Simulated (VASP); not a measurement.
A run of VASP 6.6.1 is set up as follows.

Contents of INCAR:

```
  PREC = Accurate
  ENCUT = 520
  EDIFF = 1E-6
  ISMEAR = -1
  SIGMA = 0.1
  LREAL = F
  LASPH = T
  NELM = 60
  ALGO = Normal
  ISIF = 2
  LWAVE = F
  LCHARG = F
  GGA = PE
  NBANDS = 34
```

The input KPOINTS:

```
Automatic mesh
0
Gamma
  3 3 3
```

File POSCAR:

```
RbN3
1.0
    5.8928130000      1.9802420000     -1.0402470000
   -0.7216520000      5.1782790000      0.6379940000
    0.1055950000      0.2855470000      5.2447870000
N Rb
6 2
Direct
    0.5267980984      0.5564036119      0.0162990366
    0.7165477258      0.4886916066      0.7680053183
    0.1892548221      0.1119612842      0.9091984352
    0.2357730158      0.9922762072      0.7932365806
    0.5262890267      0.4854847005      0.6259499681
    0.2513327589      0.5880662172      0.9441470989
    0.0213033312      0.3989506793      0.3689001263
    0.5495407886      0.9983438644      0.3123134955
```

Potentials or basis: VASP PAW PBE potentials, release 64 (N, Rb_sv).

The run is started by

```bash
$ cat potpaw_PBE.64/N/POTCAR potpaw_PBE.64/Rb_sv/POTCAR > POTCAR
$ mpirun -np 1 vasp_std > vasp.out
```

Predict the largest force.

33.628 eV/Å.

Estimate the pressure.

6.7 GPa.

Estimate the band gap on the k mesh.

none (metal or under the smearing width).

Forces in eV/Å, atoms in the order of the input:
```
N    -5.652  -1.063   2.905
N    -8.152  -2.922  -2.998
N   -12.076  18.275  25.516
N    11.398 -17.713 -25.711
N     7.665   1.886   0.265
N     6.930   0.848   0.337
Rb   -0.191   0.577  -0.457
Rb    0.078   0.111   0.144
```

Caveat: the k mesh is coarse (spacing up to 0.41 Å⁻¹), so the values aren't converged; the standard files for N, O and F lose accuracy on very short bonds.
